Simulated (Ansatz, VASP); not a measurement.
# Cross-check of Zr2S2N (Zr2NS2 MXene bilayer, AA) between VASP and Ansatz, part 2 of 3

Aim: how closely do two programs agree when they are given the same cell, functional and k mesh? Of the first pair: The structure shown is the start of the Ansatz relaxation below; VASP solves that cell, so the two are compared at the walk's first step.

VASP 6.6.1 and Ansatz 0.2.0.

So far: Starting point; Ansatz: relaxation, LDA.

### 3. VASP: single point, LDA, start cell, pair 1

Level of this step: LDA, zero-moment start; plane waves and PAW (S, Zr_sv, N) (VASP).

The same cell, functional (in two slightly different forms), mesh and smearing now go to VASP, with its own data sets.

Lines of VASP's logs that name or quote its potential files are left out, and so is its time.

INCAR reads:

```
SYSTEM = Zr2S2N
PREC = Accurate
ENCUT = 520
EDIFF = 1E-06
NELM = 200
ISMEAR = -1
SIGMA = 0.05
LREAL = .FALSE.
ALGO = Normal
GGA = CA
NBANDS = 56
ISPIN = 2
MAGMOM = -0 -0 -0 -0 0 0 0 0 0 0
LASPH = .TRUE.
LMAXMIX = 4
LORBIT = 11
LWAVE = .FALSE.
LCHARG = .FALSE.
ISIF = 2
LDIPOL = .TRUE.
IDIPOL = 3
DIPOL = 0.5 0.5 0.5
LVHAR = .TRUE.
GGA_COMPAT = .FALSE.
NELMDL = -8
KPAR = 2
```

POSCAR reads:

```
Zr2S2N
1.0
    3.2175000000      0.0000000000      0.0000000000
   -1.6087500000      2.7864370000      0.0000000000
    0.0000000000      0.0000000000     61.9968990000
S Zr N
4 4 2
Direct
    0.3333332137      0.6666664274      0.3750187570
    0.6666666069      0.3333332137      0.4758052334
    0.3333332137      0.6666664274      0.5241947505
    0.6666666069      0.3333332137      0.6249812430
    0.6666666069      0.3333332137      0.4049345275
    0.3333332137      0.6666664274      0.4458894791
    0.6666666069      0.3333332137      0.5541105209
    0.3333332137      0.6666664274      0.5950654725
    0.0000000000      0.0000000000      0.4254120033
    0.0000000000      0.0000000000      0.5745879967
```

KPOINTS reads:

```
Automatic mesh
0
Gamma
12 12 1
0 0 0
```

The projector-augmented-wave data sets are S, Zr_sv and N (LDA family, release 64).

Command:

```
> mpirun -np 2 vasp_std
```

Numbers of over 12 decimals in the logs are rounded to 6 here.

Output:

```text
[banner, memory and clock lines left out]
running    2 mpi-ranks, on    1 nodes
 distrk:  each k-point on    1 cores,    2 groups
 distr:  one band on    1 cores,    1 groups

 POSCAR found type information on POSCAR S ZrN
 POSCAR found :  3 types and      10 ions
 LDA part: xc-table for (Slater(with rela. corr.)+CA(PZ))
 , standard interpolation
|                                                                             |
|           W    W    AA    RRRRR   N    N  II  N    N   GGGG   !!!           |
|           W    W   A  A   R    R  NN   N  II  NN   N  G    G  !!!           |
|           W    W  A    A  R    R  N N  N  II  N N  N  G       !!!           |
|           W WW W  AAAAAA  RRRRR   N  N N  II  N  N N  G  GGG   !            |
|           WW  WW  A    A  R   R   N   NN  II  N   NN  G    G                |
|           W    W  A    A  R    R  N    N  II  N    N   GGGG   !!!           |
|                                                                             |
|     One of the lattice vectors is very long (>50 A), but AMIN is rather     |
|     large. This can spoil convergence since charge sloshing might occur     |
|     along the long lattice vector. If problems with convergence are         |
|     observed, try to decrease AMIN to a smaller value (e.g. 0.01).          |
|     Note: This warning only applies if the self-consistency cycle is        |
|     used.                                                                   |
|                                                                             |

 POSCAR, INCAR and KPOINTS ok, starting setup
 FFT: planning ... GRIDC
 FFT: planning ... GRID_SOFT
 FFT: planning ... GRID
 WAVECAR not read
 entering main loop
       N       E                     dE             d eps       ncg     rms          rms(c)
DAV:   1     0.787783570673E+03    0.78778E+03   -0.37762E+04  5120   0.120E+03
DAV:   2    -0.154827158650E+01   -0.78933E+03   -0.76509E+03  5560   0.332E+02
DAV:   3    -0.906953314466E+02   -0.89147E+02   -0.87488E+02  5688   0.965E+01
DAV:   4    -0.981111931739E+02   -0.74159E+01   -0.73645E+01  7464   0.263E+01
DAV:   5    -0.984952250690E+02   -0.38403E+00   -0.38383E+00  6440   0.486E+00
DAV:   6    -0.985030754614E+02   -0.78504E-02   -0.78491E-02  6648   0.757E-01
DAV:   7    -0.985033648772E+02   -0.28942E-03   -0.28939E-03  6264   0.142E-01
DAV:   8    -0.985033777414E+02   -0.12864E-04   -0.12862E-04  6440   0.274E-02    0.425E+01
DAV:   9    -0.897066909904E+02    0.87967E+01   -0.41381E+01  5016   0.239E+01    0.195E+01
DAV:  10    -0.894382567438E+02    0.26843E+00   -0.72666E+00  5496   0.957E+00    0.868E+00
DAV:  11    -0.892688800947E+02    0.16938E+00   -0.17551E+00  5760   0.586E+00    0.306E+00
DAV:  12    -0.892058710503E+02    0.63009E-01   -0.11150E+00  6144   0.436E+00    0.163E+00
DAV:  13    -0.891805201508E+02    0.25351E-01   -0.12011E+00  5904   0.402E+00    0.134E+00
DAV:  14    -0.891008254932E+02    0.79695E-01   -0.23623E-01  5800   0.203E+00    0.469E-01
[...]
DAV:  25    -0.891018768917E+02   -0.36570E-04   -0.92167E-07  3864   0.199E-03    0.156E-03
DAV:  26    -0.891019030289E+02   -0.26137E-04   -0.43957E-07  3544   0.165E-03    0.142E-03
DAV:  27    -0.891019170675E+02   -0.14039E-04   -0.21737E-07  3384   0.125E-03    0.904E-04
DAV:  28    -0.891019240131E+02   -0.69456E-05   -0.21654E-07  3520   0.872E-04    0.646E-04
DAV:  29    -0.891019270575E+02   -0.30444E-05   -0.47950E-08  2952   0.613E-04    0.294E-04
DAV:  30    -0.891019302217E+02   -0.31643E-05   -0.60565E-08  3088   0.474E-04    0.261E-04
DAV:  31    -0.891019313436E+02   -0.11219E-05   -0.11953E-08  2808   0.304E-04    0.206E-04
DAV:  32    -0.891019320529E+02   -0.70926E-06   -0.74843E-09  2760   0.201E-04
   1 F= -.89101932E+02 E0= -.89080837E+02  d E =-.421902E-01  mag=     0.0000
```

Parts of OUTCAR (step 3):

```text
ion  position               nearest neighbor table
   1  0.333  0.667  0.375-   5 2.62   5 2.62   5 2.63
   2  0.667  0.333  0.476-   6 2.62   6 2.62   6 2.62
   3  0.333  0.667  0.524-   7 2.62   7 2.62   7 2.63
   4  0.667  0.333  0.625-   8 2.62   8 2.62   8 2.63
   5  0.667  0.333  0.405-   9 2.25   9 2.25   9 2.25   1 2.62   1 2.62   1 2.63   6 3.15   6 3.15
                             6 3.15
   6  0.333  0.667  0.446-   9 2.25   9 2.25   9 2.25   2 2.62   2 2.62   2 2.62   5 3.15   5 3.15
                             5 3.15
   7  0.667  0.333  0.554-  10 2.25  10 2.25  10 2.25   3 2.62   3 2.62   3 2.63   8 3.15   8 3.15
                             8 3.15
   8  0.333  0.667  0.595-  10 2.25  10 2.25  10 2.25   4 2.62   4 2.62   4 2.63   7 3.15   7 3.15
                             7 3.15
   9  0.000  0.000  0.425-   6 2.25   5 2.25   5 2.25   6 2.25   6 2.25   5 2.25
  10  0.000  0.000  0.575-   8 2.25   7 2.25   7 2.25   8 2.25   8 2.25   7 2.25

  LATTYP: Found a hexagonal cell.
 ALAT       =     3.2175000000
 C/A-ratio  =    19.2686554779

 Subroutine GETGRP returns: Found 12 space group operations
 (whereof 12 operations were pure point group operations)

The static configuration has the point symmetry D_3d.

 Found     19 irreducible k-points:

   k-points           NKPTS =     19   k-points in BZ     NKDIM =     19   number of bands    NBANDS=     56

   dimension x,y,z NGX =    24 NGY =   24 NGZ =  480
   dimension x,y,z NGXF=    48 NGYF=   48 NGZF=  960

   ENCUT  =  520.0 eV  38.22 Ry    6.18 a.u.   5.98  5.98115.27*2*pi/ulx,y,z

   NELECT =      82.0000    total number of electrons

 k-points in reciprocal lattice and weights: Automatic mesh
   0.00000000  0.00000000  0.00000000       0.007
   0.08333333  0.00000000  0.00000000       0.042
   0.16666667  0.00000000  0.00000000       0.042
   0.25000000  0.00000000  0.00000000       0.042
   0.33333333  0.00000000  0.00000000       0.042
   0.41666667 -0.00000000  0.00000000       0.042
   0.50000000  0.00000000  0.00000000       0.021
   0.08333333  0.08333333  0.00000000       0.042
   0.16666667  0.08333333  0.00000000       0.083
[...]
0.33333333  0.25000000  0.00000000       0.083
   0.33333333  0.33333333  0.00000000       0.014

 dipolmoment           0.000000      0.000000      0.000007 electrons x Angstroem

 average (electrostatic) potential at core
       1 -93.3153       2 -93.3485       3 -93.3485       4 -93.3151       5 -85.2915
       6 -85.2794       7 -85.2792       8 -85.2914       9 -71.1915      10 -71.1913

 E-fermi :  -2.2060

 spin component 1
 k-point     1 :       0.0000    0.0000    0.0000
  band No.  band energies     occupation
    ...
     32      -3.8342      1.00000
     33      -2.4529      0.99287
     34      -2.4529      0.99287
     35      -2.4329      0.98941
     36      -2.4329      0.98941
     37      -1.9619      0.00752
     38      -1.6752      0.00002
     39      -1.4625      0.00000
     40      -1.4625      0.00000
     41      -1.4148      0.00000
    ...

 k-point     2 :       0.0833    0.0000    0.0000
  band No.  band energies     occupation
    ...
     34      -2.7453      0.99998
     35      -2.4236      0.98728
     36      -2.3935      0.97699
     37      -2.2575      0.73689
     38      -2.2204      0.57122
     39      -1.8836      0.00158
     40      -1.8793      0.00145
     41      -1.8456      0.00074
     42      -1.6710      0.00002
     43      -1.0759      0.00000
    ...

 k-point     3 :       0.1667    0.0000    0.0000
  band No.  band energies     occupation
    ...
     35      -3.2239      1.00000
     36      -3.1421      1.00000
     37      -2.5205      0.99815
     38      -2.4678      0.99470
     39      -2.2922      0.84864
     40      -2.1999      0.46948
     41      -2.1838      0.39066
     42      -2.1504      0.24731
     43      -1.0795      0.00000
     44      -0.8544      0.00000
    ...

 k-point     4 :       0.2500    0.0000    0.0000
  band No.  band energies     occupation
    ...
     38      -2.8622      1.00000
     39      -2.7521      0.99998
     40      -2.6849      0.99993
     41      -2.3555      0.95206
     42      -2.2792      0.81192
     43      -0.6159      0.00000
     44      -0.4049      0.00000
     45      -0.1442      0.00000
     46      -0.0413      0.00000
     47       0.1177      0.00000
    ...

 k-point     5 :       0.3333    0.0000    0.0000
  band No.  band energies     occupation
    ...
     38      -3.3665      1.00000
     39      -2.9021      1.00000
     40      -2.8181      1.00000
     41      -2.5223      0.99821
     42      -2.4310      0.98899
     43      -0.4082      0.00000
     44      -0.3181      0.00000
     45       0.1075      0.00000
     46       0.3001      0.00000
     47       0.9126      0.00000
    ...

 k-point     6 :       0.4167   -0.0000    0.0000
  band No.  band energies     occupation
    ...
     38      -3.6233      1.00000
     39      -3.0008      1.00000
     40      -2.9045      1.00000
     41      -2.6219      0.99976
     42      -2.5224      0.99822
     43      -0.5645      0.00000
     44      -0.4892      0.00000
     45       0.9848      0.00000
     46       1.1457      0.00000
     47       1.6509      0.00000
    ...

  Total        7.2850443      7.2850457    -15.3312235     -0.0000000      0.0000000      0.0000000
  in kB       20.9993103     20.9993143    -44.1926096     -0.0000000      0.0000000      0.0000000
  external PRESSURE =      -0.7313283 kB  Pullay stress =       0.0000000 kB

  energy-cutoff  :      520.00
  volume of cell :      555.82
      direct lattice vectors                 reciprocal lattice vectors
     3.217500000  0.000000000  0.000000000     0.310800311  0.179440626  0.000000000
    -1.608750000  2.786437000  0.000000000     0.000000000  0.358881252  0.000000000
     0.000000000  0.000000000 61.996899000     0.000000000  0.000000000  0.016129839

 POSITION                                       TOTAL-FORCE (eV/Angst)
 -----------------------------------------------------------------------------------
      0.00000      1.85762     23.25000        -0.000000      0.000000      2.005940
      1.60875      0.92881     29.49845         0.000000      0.000000     -1.888927
      0.00000      1.85762     32.49845        -0.000000     -0.000000      1.888927
      1.60875      0.92881     38.74690         0.000000      0.000000     -2.005940
      1.60875      0.92881     25.10469         0.000000      0.000000     -1.976478
      0.00000      1.85762     27.64377        -0.000000     -0.000000      2.004067
      1.60875      0.92881     34.35313        -0.000000      0.000000     -2.004067
      0.00000      1.85762     36.89221         0.000000     -0.000000      1.976478
      0.00000      0.00000     26.37423         0.000000      0.000000     -0.034758
      0.00000      0.00000     35.62267         0.000000      0.000000      0.034758
 -----------------------------------------------------------------------------------
    total drift:                               -0.000001      0.004289      0.000932

  FREE ENERGIE OF THE ION-ELECTRON SYSTEM (eV)
  ---------------------------------------------------
  free  energy   TOTEN  =       -89.1019320529 eV

  energy  without entropy=      -89.0597418592  energy(sigma->0) =      -89.08083696

 vacuum level on the upper side and lower side of the slab         4.134         4.133

 total charge
# of ion       s       p       d       tot
------------------------------------------
    1        1.368   2.294   0.000   3.662
    2        1.369   2.288   0.000   3.657
    3        1.369   2.288   0.000   3.657
    4        1.368   2.294   0.000   3.662
    5        2.176   6.034   1.706   9.917
    6        2.176   6.034   1.709   9.919
    7        2.176   6.034   1.709   9.919
    8        2.176   6.034   1.706   9.917
    9        1.240   2.458   0.000   3.698
   10        1.240   2.458   0.000   3.698
--------------------------------------------------
tot         16.658  38.217   6.829  61.704

 magnetization (x)
# of ion       s       p       d       tot
------------------------------------------
    1        0.000   0.000   0.000   0.000
    2       -0.000   0.000   0.000   0.000
    3       -0.000   0.000   0.000   0.000
    4        0.000   0.000   0.000   0.000
    5       -0.000   0.000   0.000   0.000
    6        0.000   0.000   0.000   0.000
    7        0.000   0.000   0.000   0.000
    8       -0.000   0.000   0.000   0.000
    9       -0.000  -0.000   0.000  -0.000
   10       -0.000  -0.000   0.000  -0.000
--------------------------------------------------
tot          0.000   0.000   0.000   0.000

[... 1 further part left out ...]
```

### 4. Side by side

Known differences besides the potentials themselves: the two LDA forms differ slightly; Ansatz cuts the interaction across the vacuum, VASP repeats the sheet with a dipole correction; the cutoff is 420 eV in Ansatz and 520 eV in VASP; VASP's log shows a relativistic correction to its local exchange, Ansatz's none. Total energies have different zeros and are not compared.

Forces (eV/Å; atoms numbered as in POSCAR):

```csv
atom,"Ansatz x, y, z","VASP x, y, z"
S1,"0.000, 0.000, 2.025","0.000, 0.000, 2.006"
S2,"0.000, 0.000, -1.906","0.000, 0.000, -1.889"
S3,"0.000, 0.000, 1.906","0.000, 0.000, 1.889"
S4,"0.000, 0.000, -2.025","0.000, 0.000, -2.006"
Zr5,"0.000, 0.000, -1.944","0.000, 0.000, -1.976"
Zr6,"0.000, 0.000, 1.971","0.000, 0.000, 2.004"
Zr7,"0.000, 0.000, -1.971","0.000, 0.000, -2.004"
Zr8,"0.000, 0.000, 1.944","0.000, 0.000, 1.976"
N9,"0.000, 0.000, -0.035","0.000, 0.000, -0.035"
N10,"0.000, 0.000, 0.035","0.000, 0.000, 0.035"
```

The forces differ by 14 meV/Å r.m.s., which is 1.3 % of the r.m.s. force of 1.017 eV/Å (both taken over all components). Moments aren't recorded for both runs of this pair, so they may hold unlike magnetic states. With vacuum in the cell, a pressure given here is an average over mostly empty space and none of the material.

[end of part 2 of 3]

[Lines on the potential files, build, host, timing and source positions are cut from VASP's logs without a mark.]

[Logs are printed without paths, hosts, clocks, repeated set-up lines and the standing remarks that a program may print on its own settings, such as how far it seeks lower states.]

[Hosts, paths, dates, database ids (printed as entryN), source tags and the programs' standing remarks are cut or masked in the printed files.]
